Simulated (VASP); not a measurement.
A convergence study with VASP on MoS2 (atoms displaced from the space group 194 structure): a few settings are varied, all else stays as given below, so the limit is that of these other settings. The cell's lengths are 1 % over those of the tabulated start and one atom is moved, so it is off equilibrium.

```
MoS2
1.0
    1.59580    -2.76401     0.00000
    1.59580     2.76401     0.00000
    0.00000     0.00000    12.42300
Mo S
2 4
Direct
  0.33333   0.66667   0.25000
  0.66667   0.33333   0.75000
  0.33333   0.66667   0.87900
  0.66667   0.33333   0.37900
  0.66667   0.33333   0.12100
  0.35232   0.68565   0.62100
```

Computed with LDA (Ceperley-Alder, Perdew-Zunger), VASP's LDA PAW potentials (set 64) (plane waves; VASP). The last row used: ADDGRID = .TRUE., 500 eV cut-off, 9×9×2 Γ-centred mesh, Gaussian smearing of 0.050 eV, potentials Mo_sv S.

Gaps are read on the run's mesh, which can miss a band edge.

```csv
setting,E (eV/atom),pressure (GPa),largest force (eV/Å),gap on the mesh (eV),plane waves
"ADDGRID = unset, ENCUT = 200, PREC = Low",-7.9947,-35.09,1.344,0.899,724
"ADDGRID = unset, ENCUT = 200, PREC = Normal",-7.9950,-35.10,1.344,0.899,724
"ADDGRID = .TRUE., ENCUT = 200, PREC = Normal",-7.9949,-35.11,1.344,0.899,724
"ADDGRID = unset, ENCUT = 200, PREC = Accurate",-7.9952,-35.09,?,0.899,724
"ADDGRID = .TRUE., ENCUT = 200, PREC = Accurate",-7.9952,-35.09,1.342,0.899,724
"ADDGRID = unset, ENCUT = 300, PREC = Low",?,?,1.279,0.888,1327
"ADDGRID = unset, ENCUT = 300, PREC = Normal",-8.1095,-10.94,1.279,0.888,1327
"ADDGRID = .TRUE., ENCUT = 300, PREC = Normal",-8.1095,-10.94,1.279,0.888,1327
"ADDGRID = unset, ENCUT = 300, PREC = Accurate",-8.1094,-10.96,1.280,0.888,1327
"ADDGRID = .TRUE., ENCUT = 300, PREC = Accurate",-8.1094,-10.95,1.280,0.888,1327
"ADDGRID = unset, ENCUT = 400, PREC = Low",-8.1103,-10.71,1.285,0.887,2012
"ADDGRID = unset, ENCUT = 400, PREC = Normal",-8.1106,-10.73,1.285,0.887,2012
"ADDGRID = .TRUE., ENCUT = 400, PREC = Normal",-8.1106,-10.73,1.285,0.887,2012
"ADDGRID = unset, ENCUT = 400, PREC = Accurate",-8.1106,-10.73,1.285,0.887,2012
"ADDGRID = .TRUE., ENCUT = 400, PREC = Accurate",-8.1106,-10.73,1.285,0.887,2012
"ADDGRID = unset, ENCUT = 500, PREC = Low",-8.1108,-10.55,1.286,0.887,2812
"ADDGRID = unset, ENCUT = 500, PREC = Normal",-8.1110,-10.54,1.286,0.887,2812
"ADDGRID = .TRUE., ENCUT = 500, PREC = Normal",-8.1110,-10.54,1.286,0.887,2812
"ADDGRID = unset, ENCUT = 500, PREC = Accurate",-8.1110,-10.54,1.286,0.887,2812
"ADDGRID = .TRUE., ENCUT = 500, PREC = Accurate",-8.1110,-10.54,1.286,0.887,2812
```

**Question.** Fill in the missing entries.

**Answer.** 
- ADDGRID = unset, ENCUT = 200, PREC = Accurate, largest force (eV/Å): 1.341
- ADDGRID = unset, ENCUT = 300, PREC = Low, E (eV/atom): -8.1092
- ADDGRID = unset, ENCUT = 300, PREC = Low, pressure (GPa): -10.92

Left out are rungs that failed or repeat a setting and relaxations that didn't move; long series are thinned to 24 rows.

The compound is MoS2 in the 2H layered structure. The cell was not relaxed at this level, it is distorted from the ideal structure.
